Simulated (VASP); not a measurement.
AgTe6Mo6: single point with PBE

AgTe6Mo6:

```xyz
13
Lattice="6.7305 1.8275 -1.4829 -0.9889 6.4615 0.4059 1.0870 0.0524 6.8403" Properties=species:S:1:pos:R:3 pbc="T T T"
Te    2.6903    6.8214    1.0024
Te    3.6436    3.1505   -0.5627
Te    5.3294    5.1366    3.9080
Te    4.5261    3.0316    2.0677
Te    5.6304    6.4804   -0.3629
Te    2.4857    3.8397    4.1921
Mo    3.0936    7.0406    3.6826
Mo    6.7145    2.2219    4.3686
Mo    0.9243    0.7373    0.9572
Mo    1.9196    4.3358    1.6602
Mo    0.1095    5.3334    3.7858
Mo    1.6628    5.8944    5.9751
Ag    0.5304    2.2153    3.4258
```

The cell was built by a generator and needn't be a form met in nature.

```json
{
 "Program": "VASP 6.6.1",
 "Task": "single point",
 "Functional": "PBE",
 "Potentials or basis": "VASP PAW PBE potentials, release 64 (Te, Mo_sv, Ag)",
 "Cutoff": "520 eV",
 "k mesh": "2 × 2 × 2",
 "Occupations": "fermi-dirac, width 0.05 eV",
 "Spin": "no spin polarisation"
}
```

```json
{
 "Pressure": "-5.5 GPa",
 "Largest force": "2.894 eV/Å",
 "Band gap on the k mesh": "none (metal or under the smearing width)"
}
```

Forces in eV/Å, atoms in the order of the input:
```
Te  -0.796 -1.191 -0.082
Te  -0.051 -0.104 -0.609
Te   1.070  2.654 -0.435
Te   0.658 -0.486  0.298
Te   1.166  0.411  0.386
Te  -1.710  1.284  1.299
Mo   0.158 -1.730  0.352
Mo   1.248 -0.682 -0.008
Mo   0.075 -1.184 -0.763
Mo  -1.004  0.045 -0.154
Mo   0.294  0.832  0.254
Mo  -1.191  1.133 -0.324
Ag   0.082 -0.982 -0.216
```

Stress tensor (GPa, compression positive):
```
-7.14  3.66  0.03
 3.66 -5.27  0.35
 0.03  0.35 -3.96
```

Levels at points of the mesh, in eV from the Fermi level:
```tsv
k point	band 61	band 62	band 63	band 64	band 65	band 66	band 67	band 68	band 69	band 70
(0.00, 0.00, 0.00)	-0.63	-0.53	-0.51	-0.30	-0.15	-0.01	0.20	0.38	0.44	0.61
(0.50, 0.00, 0.00)	-0.66	-0.57	-0.42	-0.34	-0.15	0.08	0.08	0.32	0.44	0.51
(0.00, 0.50, 0.00)	-0.67	-0.55	-0.39	-0.31	-0.20	-0.03	0.09	0.19	0.45	0.52
(0.50, 0.50, 0.00)	-0.81	-0.55	-0.51	-0.33	-0.19	-0.08	0.10	0.24	0.36	0.42
(0.00, 0.00, 0.50)	-0.73	-0.55	-0.49	-0.23	-0.20	0.05	0.12	0.17	0.31	0.48
(0.50, 0.00, 0.50)	-0.70	-0.52	-0.41	-0.29	-0.15	0.00	0.18	0.37	0.40	0.54
(0.00, 0.50, 0.50)	-0.82	-0.59	-0.55	-0.24	-0.08	0.05	0.14	0.21	0.40	0.64
(0.50, 0.50, 0.50)	-0.78	-0.67	-0.53	-0.42	-0.09	0.00	0.09	0.26	0.43	0.46
```

Wall time 5.3 min on 1 thread of AMD EPYC 7R13 Processor (Zen 3), with other jobs on the host, peak memory 0.43 GiB.

Caveat: the k mesh is coarse (spacing up to 0.48 Å⁻¹), so the values aren't converged. Spin-orbit coupling is left out, which matters for the levels of Te.
